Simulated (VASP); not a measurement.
Input:

```xyz
4
Lattice="1.2286 -2.1279 0.0000 1.2286 2.1279 0.0000 0.0000 0.0000 6.9576" Properties=species:S:1:pos:R:3 pbc="T T T"
C      0.0000     0.0000     1.7394
C      0.0000     0.0000     5.2182
C      1.2286     0.7093     1.7394
C      1.2286    -0.7093     5.2182
```

Calculation: r2SCAN meta-GGA, VASP's PBE PAW potentials (set 64) (plane waves; VASP). Run with 520 eV cut-off, 11×11×4 Γ-centred mesh, tetrahedra with Blöchl corrections, potentials C.

The cores are frozen, which limits the accuracy of field gradients.

Task: Give the principal components of the electric field gradient (V/Å²) and the asymmetry η at each nucleus.

Result: 
```csv
atom,Vxx,Vyy,Vzz,η
C1,-16.6,-16.5,33.1,0.00
C2,-16.6,-16.5,33.1,0.00
C3,-15.8,-15.8,31.5,0.00
C4,-15.8,-15.8,31.5,0.00
```

The compound is C in the graphite structure. It was relaxed first.
